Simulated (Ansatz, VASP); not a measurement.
# Ni (Ni wire along [110], 19 atoms a period) in two plane-wave programs, part 3 of 3

One calculation is typed for both programs; each brings its own data sets. How far apart do they land? Of the first pair: The structure shown is the start of the Ansatz relaxation below; VASP solves that cell, so the two are compared at the walk's first step.

VASP 6.6.1 and Ansatz 0.2.0.

So far. Step 4 (Side by side): The forces differ by 5.4 meV/Å r.m.s., which is 2.1 % of the r.m.s. force of 0.253 eV/Å (both taken over all components). Moments aren't recorded for both runs of this pair, so they may hold unlike magnetic states.

### Step 6. VASP: single point, PBE, relaxed cell, pair 2

Level of this step: PBE, spin-polarised from a ferromagnetic start; plane waves and PAW (Ni) (VASP).

The same cell, functional, mesh and smearing now go to VASP, with its own data sets.

File INCAR:

```
SYSTEM = Ni
PREC = Accurate
ENCUT = 600
EDIFF = 1E-06
NELM = 200
ISMEAR = -1
SIGMA = 0.05
LREAL = .FALSE.
ALGO = Normal
GGA = PE
NBANDS = 136
ISPIN = 2
MAGMOM = 0.77 0.77 0.75 0.69 0.75 0.77 0.77 0.75 0.72 0.72 0.75 0.75 0.72 0.72 0.75 0.77 0.75 0.75 0.77
LASPH = .TRUE.
LMAXMIX = 4
LORBIT = 11
LWAVE = .FALSE.
LCHARG = .FALSE.
ISIF = 2
GGA_COMPAT = .FALSE.
KPAR = 4
```

File POSCAR:

```
Ni
1.0
   13.8400000000      0.0000000000      0.0000000000
    0.0000000000     16.7560000000      0.0000000000
    0.0000000000      0.0000000000      2.4299704843
Ni
19
Direct
    0.2491574677      0.6455293876      0.0000000000
    0.2451537050      0.5000000000      0.0000000000
    0.5000000000      0.6471474136      0.0000000000
    0.5000000000      0.5000000000      0.0000000000
    0.5000000000      0.7879681638      0.0000000000
    0.7508425323      0.6455293876      0.0000000000
    0.7548462950      0.5000000000      0.0000000000
    0.3706492100      0.2792687666      0.5000000000
    0.3714273209      0.4268548730      0.5000000000
    0.3714273209      0.5731451270      0.5000000000
    0.3706492100      0.7207312334      0.5000000000
    0.6293507900      0.2792687666      0.5000000000
    0.6285726791      0.4268548730      0.5000000000
    0.6285726791      0.5731451270      0.5000000000
    0.6293507900      0.7207312334      0.5000000000
    0.2491574677      0.3544706124      0.0000000000
    0.5000000000      0.3528525864      0.0000000000
    0.5000000000      0.2120318362      0.0000000000
    0.7508425323      0.3544706124      0.0000000000
```

File KPOINTS:

```
Automatic mesh
0
Gamma
1 1 33
0 0 0
```

Potentials, in the order of the species: Ni (PBE family, release 64).

The run is started by

```sh
$ mpirun -np 4 vasp_std
```

Numbers of over 12 decimals in the logs are rounded to 6 here.

The log of the run:

```text
[banner, memory and clock lines left out]
running    4 mpi-ranks, on    1 nodes
[...]
[... a notice as in an earlier step ...]

 LDA part: xc-table for (Slater+PW92), standard interpolation
 POSCAR, INCAR and KPOINTS ok, starting setup
[...]
entering main loop
       N       E                     dE             d eps       ncg     rms          rms(c)
DAV:   1     0.151938178445E+04    0.15194E+04   -0.87867E+04  9256   0.168E+03
DAV:   2     0.446461386930E+02   -0.14747E+04   -0.13876E+04  9248   0.354E+02
DAV:   3    -0.103676387635E+03   -0.14832E+03   -0.12843E+03  9536   0.151E+02
DAV:   4    -0.109433666633E+03   -0.57573E+01   -0.56805E+01 10080   0.328E+01
[...]
DAV:  42    -0.929061231257E+02   -0.38727E-05   -0.14355E-07  6064   0.309E-03    0.219E-03
DAV:  43    -0.929061242132E+02   -0.10875E-05   -0.69813E-08  5968   0.163E-03    0.126E-03
DAV:  44    -0.929061248140E+02   -0.60082E-06   -0.30983E-08  5840   0.104E-03
   1 F= -.92906125E+02 E0= -.92760874E+02  d E =-.290501E+00  mag=    13.2281
```

Parts of OUTCAR (step 6):

```text
  Total       -0.1607375     -0.1708056     -0.0821677      0.0000000      0.0000000      0.0000000
  in kB       -0.4570044     -0.4856296     -0.2336170      0.0000000      0.0000000      0.0000000
  external PRESSURE =      -0.3920837 kB  Pullay stress =       0.0000000 kB

 POSITION                                       TOTAL-FORCE (eV/Angst)
 -----------------------------------------------------------------------------------
      3.44834     10.81649      0.00000        -0.005858     -0.006383     -0.000000
      3.39293      8.37800      0.00000        -0.004206     -0.000000      0.000000
      6.92000     10.84360      0.00000         0.000000     -0.009015      0.000000
      6.92000      8.37800      0.00000         0.000000     -0.000000      0.000000
      6.92000     13.20319      0.00000         0.000000      0.009619     -0.000000
     10.39166     10.81649      0.00000         0.005858     -0.006383     -0.000000
     10.44707      8.37800      0.00000         0.004206     -0.000000      0.000000
      5.12979      4.67943      1.21499         0.003175      0.000649      0.000000
      5.14055      7.15238      1.21499         0.005669      0.005431     -0.000000
      5.14055      9.60362      1.21499         0.005669     -0.005431      0.000000
      5.12979     12.07657      1.21499         0.003175     -0.000649      0.000000
      8.71021      4.67943      1.21499        -0.003175      0.000649      0.000000
      8.69945      7.15238      1.21499        -0.005669      0.005431      0.000000
      8.69945      9.60362      1.21499        -0.005669     -0.005431      0.000000
[...]
-----------------------------------------------------------------------------------
    total drift:                               -0.000000      0.000000      0.000000

  FREE ENERGIE OF THE ION-ELECTRON SYSTEM (eV)
  ---------------------------------------------------
  free  energy   TOTEN  =       -92.9061248140 eV

  energy  without entropy=      -92.6156239080  energy(sigma->0) =      -92.76087436

 magnetization (x)
# of ion       s       p       d       tot
------------------------------------------
    1       -0.001  -0.017   0.750   0.733
    2       -0.003  -0.019   0.749   0.727
    3       -0.008  -0.026   0.738   0.704
    4       -0.008  -0.025   0.672   0.639
    5       -0.002  -0.016   0.737   0.718
    6       -0.001  -0.017   0.750   0.733
    7       -0.003  -0.019   0.749   0.727
    8       -0.004  -0.023   0.735   0.708
    9       -0.007  -0.026   0.710   0.677
   10       -0.007  -0.026   0.710   0.677
   11       -0.004  -0.023   0.735   0.708
   12       -0.004  -0.023   0.735   0.708
   13       -0.007  -0.026   0.710   0.677
[...]
--------------------------------------------------
tot         -0.080  -0.409  13.896  13.407

[... 1 part as in an earlier step ...]

[... 2 further parts left out ...]
[key lines of the parts left out:]
E-fermi :   0.5425
```

### Step 7. Comparison

What differs besides the data sets and the points named for the pairs above, as far as they apply: the data sets hold 342 valence electrons in Ansatz (on its PAW soft_1 files) and 190 in VASP; the cutoff is 420 eV in Ansatz and 600 eV in VASP; Ansatz's pressure holds a Pulay correction, VASP's none; site moments are counted in spheres of each program's own size. Total energies have different zeros and are not compared.

Both answers:

| quantity | Ansatz | VASP | difference |
| --- | --- | --- | --- |
| pressure (GPa) | 0.00 | -0.04 | +0.04 |
| total moment (μB) | 13.47 | 13.23 | +0.25 |
| moment on Ni1 (μB) | 0.77 | 0.73 | +0.03 |
| moment on Ni6 (μB) | 0.77 | 0.73 | +0.03 |
| moment on Ni16 (μB) | 0.77 | 0.73 | +0.03 |
| moment on Ni19 (μB) | 0.77 | 0.73 | +0.03 |
| moment on Ni2 (μB) | 0.77 | 0.73 | +0.04 |
| moment on Ni7 (μB) | 0.77 | 0.73 | +0.04 |
| moment on Ni18 (μB) | 0.75 | 0.72 | +0.03 |
| moment on Ni5 (μB) | 0.75 | 0.72 | +0.03 |

At this near-relaxed geometry the largest component of a force difference is 8 meV/Å.

### Step 8. Outcome

```
r.m.s. force difference (single point, PBE, start cell, pair 1)      : 2.1 % of the r.m.s. force
difference in total moment (single point, PBE, relaxed cell, pair 2) : 0.25 μB
```

The r.m.s. force difference is 2.1 % of the r.m.s. force (single point, PBE, start cell, pair 1), within the 3 % picked in this series as the mark of a large difference. The data sets hold unlike numbers of valence electrons (342 in Ansatz and 190 in VASP), so part of the differences comes from the potentials. Such differences can come from data sets, numerical settings and the points named under the comparisons, not from the functional's error against experiment.

[Lines on the potential files, build, host, timing and source positions are cut from VASP's logs without a mark.]

[Logs are printed without paths, hosts, clocks, repeated set-up lines and the standing remarks that a program may print on its own settings, such as how far it seeks lower states.]

[Hosts, paths, dates, database ids (printed as entryN), source tags and the programs' standing remarks are cut or masked in the printed files.]
